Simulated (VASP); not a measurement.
These are PBE GGA, VASP's PBE PAW potentials (set 64) (plane waves; VASP 6.6.1) values and carry that method's errors.

VASP ran on this input.

### KPOINTS
```
Automatic mesh
0
Gamma
7 7 7
0 0 0
```

**POSCAR**
```
Sr
1
    0.0000000000     3.0096903000     3.0096903000
    3.0096903000    -0.0000000000     3.0096903000
    3.0096903000     3.0096903000     0.0000000000
Sr
1
Direct
  0.0000000000   0.0000000000   0.0000000000
```

### INCAR
```
SYSTEM = Sr
PREC = Accurate
ENCUT = 480
EDIFF = 1E-6
NELM = 100
ALGO = Normal
LREAL = .FALSE.
LASPH = .TRUE.
ISMEAR = 0
SIGMA = 0.05
GGA = PE
LMAXMIX = 4
LWAVE = .FALSE.
LCHARG = .FALSE.
IBRION = 2
ISIF = 3
NSW = 60
EDIFFG = -0.01
```

POTCAR, in this order: Sr_sv (PBE.64 set). Program: vasp_std.

Question: Predict the energy per atom (σ→0).

Answer: 
```
Property                       Result
---------------------  --------------
energy per atom (σ→0)  -1.636 eV/atom
```

OSZICAR:
```
...
DAV:   5    -0.163744448243E+01   -0.10815E-02   -0.10814E-02   574   0.406E-01    0.111E+01
DAV:   6    -0.163804065661E+01   -0.59617E-03   -0.63393E-03   427   0.110E+00    0.631E+00
DAV:   7    -0.163833448592E+01   -0.29383E-03   -0.11342E-02   427   0.145E+00    0.285E-01
DAV:   8    -0.163832881554E+01    0.56704E-05   -0.17358E-03   549   0.254E-01    0.118E-01
DAV:   9    -0.163834808161E+01   -0.19266E-04   -0.21795E-05   482   0.529E-02    0.358E-02
DAV:  10    -0.163836124686E+01   -0.13165E-04   -0.86617E-06   449   0.301E-02    0.314E-02
DAV:  11    -0.163836065922E+01    0.58764E-06   -0.40984E-07   228   0.680E-03
   1 F= -.16383607E+01 E0= -.16363447E+01  d E =-.163836E+01
```

The compound is Sr in the fcc structure. It was relaxed first. The start is the result of an earlier pass.
